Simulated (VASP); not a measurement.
Input:

```xyz
2
Lattice="0.0000 3.3984 3.3984 3.3984 0.0000 3.3984 3.3984 3.3984 0.0000" Properties=species:S:1:pos:R:3 pbc="T T T"
Sr     0.0000     0.0000     0.0000
Te     3.3984     3.3984     3.3984
```

Level of theory: revPBE GGA, VASP's PBE PAW potentials (set 64) (plane waves; VASP). Numerical set-up: 520 eV cut-off, 8×8×8 Γ-centred mesh, tetrahedra with Blöchl corrections, potentials Sr_sv Te.

Unless said otherwise, spin-orbit coupling is left out, though it shifts the bands of the heavy elements here.

Problem. Estimate the energy per atom (σ→0), band gap (on the k-mesh) with the smallest direct gap where there is one.

Solution. 
The band gap (on the k-mesh) comes out as 1.92 eV and the smallest direct gap (on the k-mesh) is 2.62 eV. The energy per atom (σ→0) comes out as -3.898 eV/atom.

Only differences to runs with the same potentials and settings are physical.

The compound is SrTe in the rock salt structure. It was relaxed first, which changed the volume by +6 %.
